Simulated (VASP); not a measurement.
Data:

```
CELL_PARAMETERS angstrom
      5.44215     0.00000     0.00000
      0.00000     5.44215     0.00000
      0.00000     0.00000     5.44215
ATOMIC_POSITIONS crystal
  Ga 0.00000 0.00000 0.00000
  Ga 0.50000 0.50000 0.00000
  Ga 0.50000 0.00000 0.50000
  As 0.22804 0.27196 0.27196
  As 0.77196 0.72804 0.27196
  As 0.77196 0.27196 0.72804
  As 0.22804 0.72804 0.72804
  B  0.00000 0.50000 0.50000
```

Level of theory: PBEsol GGA, VASP's PBE PAW potentials (set 64) (plane waves; VASP). Numerical set-up: 520 eV cut-off, Gaussian smearing of 0.050 eV, potentials Ga_d As B.

### Question
Give the energies of bands 23 to 36 at the high-symmetry points, in eV from the valence-band maximum.

### Answer

```csv
band,Γ,X,M,R
23,-3.48,-4.06,-5.76,-7.09
24,-3.48,-4.06,-4.15,-2.07
25,-3.48,-4.05,-4.15,-2.07
26,-2.74,-4.05,-3.56,-2.07
27,-2.74,-3.66,-3.40,-1.01
28,-2.74,-2.25,-1.78,-1.01
29,0.00,-2.25,-1.78,-1.01
30,0.00,-1.38,-1.35,-0.75
31,0.00,-1.38,-0.61,-0.75
32,0.84,1.49,1.88,0.57
33,1.12,1.76,2.29,1.13
34,1.12,3.15,3.27,1.13
35,1.28,3.27,3.27,1.13
36,1.28,4.34,4.35,4.25
```

The gap is indirect, 0.57 eV, from the valence maximum at Γ to the conduction minimum at R.

The structure was generated: Ga3As4B was put into an ordered model structure (P-43m), which need not be its known phase. It was relaxed first.
